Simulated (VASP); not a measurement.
Calculation: r2SCAN+rVV10, VASP's PBE PAW potentials (set 64) (plane waves; VASP).

Input for VASP

**POSCAR**
```
KI
1
    0.0000000000     3.5068797197     3.5068797197
    3.5068797197     0.0000000000     3.5068797197
    3.5068797197     3.5068797197     0.0000000000
K I
1 1
Direct
  0.0000000000   0.0000000000   0.0000000000
  0.5000000000   0.5000000000   0.5000000000
```

File KPOINTS:
```
Automatic mesh
0
Gamma
6 6 6
0 0 0
```

INCAR:
```
# general
SYSTEM   = KI
PREC     = Accurate
ENCUT    = 520
LREAL    = F   # projection in real space or not
LASPH    = T

# electronic loop
EDIFF    = 1E-6   # SCF stop (eV)
NELM     = 100   # most electronic steps
ALGO     = Normal   # blocked Davidson
LMAXMIX  = 4
LMIXTAU  = T

# smearing
ISMEAR   = 0   # Gaussian
SIGMA    = 0.05

# functional
METAGGA  = R2SCAN
LUSE_VDW = T
BPARAM   = 11.95
CPARAM   = 0.0093

# ions
IBRION   = 2   # conjugate gradients
NSW      = 60
ISIF     = 3   # ions, shape and volume
EDIFFG   = -0.01   # ionic stop

# output
LWAVE    = F
LCHARG   = F
```

POTCAR, in this order: K_sv I (PBE.64 set). Program: vasp_std.

Output

File OSZICAR:
```
       N       E                     dE             d eps       ncg     rms          rms(c)
DAV:   1     0.633166524192E+02    0.63317E+02   -0.67405E+03   384   0.116E+03
DAV:   2    -0.305300992317E+02   -0.93847E+02   -0.88234E+02   464   0.254E+02
DAV:   3    -0.363917288805E+02   -0.58616E+01   -0.58317E+01   496   0.590E+01
DAV:   4    -0.368101245438E+02   -0.41840E+00   -0.41775E+00   720   0.124E+01
DAV:   5    -0.368118223461E+02   -0.16978E-02   -0.16977E-02   488   0.951E-01    0.326E+00
DAV:   6    -0.339835160521E+02    0.28283E+01   -0.11833E+00   612   0.117E+01    0.252E+00
DAV:   7    -0.333812051240E+02    0.60231E+00   -0.32043E-01   580   0.554E+00    0.104E+00
DAV:   8    -0.340640670415E+02   -0.68286E+00   -0.34609E-01   400   0.499E+00    0.615E-01
DAV:   9    -0.334180702113E+02    0.64600E+00   -0.21968E-01   384   0.440E+00    0.373E-01
DAV:  10    -0.334281216765E+02   -0.10051E-01   -0.47488E-02   384   0.277E+00    0.405E-01
DAV:  11    -0.334142919261E+02    0.13830E-01   -0.14063E-02   384   0.144E+00    0.169E-01
DAV:  12    -0.334136929626E+02    0.59896E-03   -0.14348E-03   464   0.559E-01    0.103E-01
DAV:  13    -0.334372456488E+02   -0.23553E-01   -0.73355E-03   388   0.987E-01    0.506E-02
DAV:  14    -0.334386510810E+02   -0.14054E-02   -0.12138E-03   428   0.399E-01    0.246E-02
DAV:  15    -0.334383058323E+02    0.34525E-03   -0.12701E-04   476   0.140E-01    0.187E-02
DAV:  16    -0.334384229514E+02   -0.11712E-03   -0.17920E-05   608   0.394E-02    0.180E-02
DAV:  17    -0.334383254046E+02    0.97547E-04   -0.79638E-05   408   0.114E-01    0.147E-02
DAV:  18    -0.334384410587E+02   -0.11565E-03   -0.13637E-04   392   0.143E-01    0.211E-02
DAV:  19    -0.334384359931E+02    0.50656E-05   -0.58612E-06   444   0.303E-02    0.816E-03
DAV:  20    -0.334386677391E+02   -0.23175E-03   -0.11179E-04   392   0.149E-01    0.165E-02
DAV:  21    -0.334386636107E+02    0.41283E-05   -0.47304E-06   400   0.314E-02    0.123E-02
DAV:  22    -0.334386699329E+02   -0.63222E-05   -0.41442E-06   400   0.298E-02    0.898E-04
DAV:  23    -0.334386695718E+02    0.36109E-06   -0.63175E-07   296   0.118E-02
   1 F= -.33438670E+02 E0= -.33438670E+02  d E =-.334387E+02
```

OUTCAR:
```
------------------------ aborting loop because EDIFF is reached ----------------------------------------
  FORCE on cell =-STRESS in cart. coord.  units (eV):
  Direction    XX          YY          ZZ          XY          YZ          ZX
  --------------------------------------------------------------------------------------
  Total        0.0038286      0.0038286      0.0038286      0.0000000      0.0000000     -0.0000000
  in kB        0.0711153      0.0711153      0.0711153      0.0000000      0.0000000     -0.0000000
  external PRESSURE =       0.0711153 kB  Pullay stress =       0.0000000 kB
  volume of cell :       86.26
      direct lattice vectors                 reciprocal lattice vectors
     0.000000000  3.506879720  3.506879720    -0.142576889  0.142576889  0.142576889
     3.506879720  0.000000000  3.506879720     0.142576889 -0.142576889  0.142576889
     3.506879720  3.506879720  0.000000000     0.142576889  0.142576889 -0.142576889
  FREE ENERGIE OF THE ION-ELECTRON SYSTEM (eV)
  ---------------------------------------------------
  free  energy   TOTEN  =       -33.4386695718 eV

  energy  without entropy=      -33.4386695718  energy(sigma->0) =      -33.43866957

 reached required accuracy - stopping structural energy minimisation
```
(Selected blocks of OUTCAR.)

The compound is KI in the rock salt structure. It was relaxed first. The start is the result of an earlier pass.
